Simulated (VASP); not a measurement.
Calculation: PBEsol GGA, VASP's PBE PAW potentials (set 64) (plane waves; VASP 6.6.1).

VASP input:

INCAR:
```
SYSTEM = Nb
PREC = Accurate; ENCUT = 480; LREAL = .FALSE.
LASPH = .TRUE.
EDIFF = 1E-7; NELM = 100; ALGO = Normal
LMAXMIX = 4
ISMEAR = 1; SIGMA = 0.1
GGA = PS
ISIF = 2
LWAVE = .FALSE.; LCHARG = .FALSE.
```

### KPOINTS
```
Automatic mesh
0
Gamma
14 14 14
0 0 0
```

File POSCAR:
```
Nb
1
   -1.6332446314     1.6332446314     1.6332446314
    1.6332446314    -1.6332446314     1.6332446314
    1.6332446314     1.6332446314    -1.6332446314
Nb
1
Direct
  0.0000000000   0.0000000000   0.0000000000
```

POTCAR, in this order: Nb_sv (PBE.64 set). Program: vasp_std.

Task: What will the output report for the number of irreducible k-points (NKPTS), number of bands (NBANDS), largest plane-wave count, number of space-group operations, FFT grid (NGX, NGY, NGZ)?

Result: 
```json
{
 "number of irreducible k-points (NKPTS)": "104",
 "number of bands (NBANDS)": "10",
 "largest_plane_wave_count": "432",
 "number_of_space_group_operations": "48",
 "FFT grid (NGX, NGY, NGZ)": "20 × 20 × 20"
}
```

The compound is Nb in the bcc structure. It was relaxed first.
